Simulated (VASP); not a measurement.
Molecule: Cl2, in a box.

```
Cl
1.0
    12.00000    0.00000    0.00000
     0.00000   12.50000    0.00000
     0.00000    0.00000   13.00000
Cl
2
Direct
  0.45000 0.47000 0.42332
  0.45000 0.47000 0.57668
```

Base run:

| Property | Result |
| --- | --- |
| Program | VASP 6.6.1 |
| Functional | PBE |
| Potentials or basis | VASP PAW PBE potentials, release 64 (Cl) |
| Cutoff | 450 eV |
| k mesh | 1 × 1 × 1 |
| Occupations | gaussian, width 0.01 eV |
| Spin | no spin polarisation |

Its results: gap between the frontier levels 3.06 eV.

Task: After a change of settings the same cell gave: gap between the frontier levels 5.55 eV. Which change was it?
A. functional from PBE to LDA; potentials or basis from VASP PAW PBE potentials, release 64 (Cl) to VASP PAW LDA potentials, release 64 (Cl)
B. functional from PBE to PBEsol; cutoff from 450 eV to 300 eV
C. functional from PBE to PBE0
D. functional from PBE to PBEsol

Result: C.

PBE0 gives the wider gap, since exact exchange removes part of the self-interaction.
